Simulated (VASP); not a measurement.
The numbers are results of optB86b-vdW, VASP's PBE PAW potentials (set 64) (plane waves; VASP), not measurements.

VASP ran on this input.

### INCAR
```
SYSTEM = CdF2
PREC = Accurate
ENCUT = 520
EDIFF = 1E-7
NELM = 100
ALGO = Normal
LREAL = .FALSE.
LASPH = .TRUE.
ISMEAR = 0
SIGMA = 0.05
GGA = MK
PARAM1 = 0.1234
PARAM2 = 1.0
LUSE_VDW = .TRUE.
AGGAC = 0.0
LMAXMIX = 4
LWAVE = .FALSE.
LCHARG = .FALSE.
ISIF = 2
```

POSCAR:
```
CdF2
1
    0.0000000000     2.7151323048     2.7151323048
    2.7151323048     0.0000000000     2.7151323048
    2.7151323048     2.7151323048     0.0000000000
Cd F
1 2
Direct
  0.0000000000   0.0000000000   0.0000000000
  0.2500000000   0.2500000000   0.2500000000
  0.7500000000   0.7500000000   0.7500000000
```

### KPOINTS
```
Automatic mesh
0
Gamma
7 7 7
0 0 0
```

POTCAR, in this order: Cd F (PBE.64 set). Program: vasp_std.

Output

File OUTCAR:
```
 ion  position               nearest neighbor table
   1  0.000  0.000  0.000-   3 2.35   3 2.35   2 2.35   2 2.35   3 2.35   2 2.35   3 2.35   2 2.35
  LATTYP: Found a face centered cubic cell.
 ALAT       =     5.4302646096
 Subroutine PRICEL returns:
 Original cell was already a primitive cell.
 Subroutine GETGRP returns: Found 48 space group operations
The static configuration has the point symmetry O_h .
The dynamic configuration has the point symmetry O_h .
 Subroutine INISYM returns: Found 48 space group operations
 Subroutine IBZKPT returns following result:
 Found     20 irreducible k-points:

 Following reciprocal coordinates:
            Coordinates               Weight
  0.000000  0.000000  0.000000      1.000000
  0.142857  0.000000  0.000000      8.000000
  0.285714  0.000000  0.000000      8.000000
  0.428571  0.000000  0.000000      8.000000
  0.142857  0.142857  0.000000      6.000000
  0.285714  0.142857  0.000000     24.000000
  0.428571  0.142857  0.000000     24.000000
 -0.428571  0.142857  0.000000     24.000000
 -0.285714  0.142857  0.000000     24.000000
 -0.142857  0.142857  0.000000     12.000000
  0.285714  0.285714  0.000000      6.000000
  0.428571  0.285714  0.000000     24.000000
 -0.428571  0.285714  0.000000     24.000000
 -0.285714  0.285714  0.000000     12.000000
  0.428571  0.428571  0.000000      6.000000
 -0.428571  0.428571  0.000000     12.000000
  0.428571  0.285714  0.142857     24.000000
 -0.428571  0.285714  0.142857     48.000000
 -0.428571  0.428571  0.142857     24.000000
 -0.285714  0.428571  0.142857     24.000000
   k-points           NKPTS =     20   k-points in BZ     NKDIM =     20   number of bands    NBANDS=     17
   number of dos      NEDOS =    301   number of ions     NIONS =      3
   total plane-waves  NPLWV =  27000
   dimension x,y,z NGX =    30 NGY =   30 NGZ =   30
   dimension x,y,z NGXF=    60 NGYF=   60 NGZF=   60
...
```

### OSZICAR
```
       N       E                     dE             d eps       ncg     rms          rms(c)
DAV:   1     0.204087322045E+03    0.20409E+03   -0.16215E+04   712   0.156E+03
DAV:   2     0.334743465382E+01   -0.20074E+03   -0.19574E+03   733   0.383E+02
DAV:   3    -0.566334793338E+01   -0.90108E+01   -0.89860E+01   743   0.899E+01
DAV:   4    -0.571285771162E+01   -0.49510E-01   -0.49497E-01   778   0.668E+00
DAV:   5    -0.571303856265E+01   -0.18085E-03   -0.18084E-03   736   0.357E-01    0.993E+00
DAV:   6    -0.399803887908E+01    0.17150E+01   -0.51976E+00   885   0.442E+01    0.724E+00
DAV:   7    -0.403472701261E+01   -0.36688E-01   -0.84492E-01   683   0.966E+00    0.424E+00
DAV:   8    -0.402548127580E+01    0.92457E-02   -0.17256E-01   732   0.423E+00    0.743E-01
DAV:   9    -0.401561623671E+01    0.98650E-02   -0.42685E-02   831   0.253E+00    0.102E-01
DAV:  10    -0.401609844988E+01   -0.48221E-03   -0.33297E-03   686   0.720E-01    0.113E-01
DAV:  11    -0.401616537405E+01   -0.66924E-04   -0.15745E-04   705   0.167E-01    0.464E-02
DAV:  12    -0.401618720042E+01   -0.21826E-04   -0.81547E-05   682   0.883E-02    0.182E-02
DAV:  13    -0.401618794510E+01   -0.74468E-06   -0.27672E-06   782   0.156E-02    0.637E-03
DAV:  14    -0.401618787347E+01    0.71627E-07   -0.59228E-07   686   0.130E-02
   1 F= -.40161879E+01 E0= -.40161879E+01  d E =-.248856E-16
```

File OUTCAR:
```
------------------------ aborting loop because EDIFF is reached ----------------------------------------
  FORCE on cell =-STRESS in cart. coord.  units (eV):
  Direction    XX          YY          ZZ          XY          YZ          ZX
  --------------------------------------------------------------------------------------
  Total        0.0208481      0.0208481      0.0208481      0.0000000      0.0000000     -0.0000000
  in kB        0.8343991      0.8343991      0.8343991      0.0000000      0.0000000     -0.0000000
  external PRESSURE =       0.8343991 kB  Pullay stress =       0.0000000 kB
  volume of cell :       40.03
      direct lattice vectors                 reciprocal lattice vectors
     0.000000000  2.715132305  2.715132305    -0.184153089  0.184153089  0.184153089
     2.715132305  0.000000000  2.715132305     0.184153089 -0.184153089  0.184153089
     2.715132305  2.715132305  0.000000000     0.184153089  0.184153089 -0.184153089
 POSITION                                       TOTAL-FORCE (eV/Angst)
 -----------------------------------------------------------------------------------
      0.00000      0.00000      0.00000        -0.000000     -0.000000     -0.000000
      1.35757      1.35757      1.35757         0.000000      0.000000      0.000000
      4.07270      4.07270      4.07270        -0.000000     -0.000000     -0.000000
 -----------------------------------------------------------------------------------
    total drift:                                0.000000     -0.000000      0.000000
  FREE ENERGIE OF THE ION-ELECTRON SYSTEM (eV)
  ---------------------------------------------------
  free  energy   TOTEN  =        -4.0161878735 eV

  energy  without entropy=       -4.0161878735  energy(sigma->0) =       -4.01618787
```
(Selected blocks of OUTCAR.)

The compound is CdF2 in the fluorite structure. It was relaxed first.
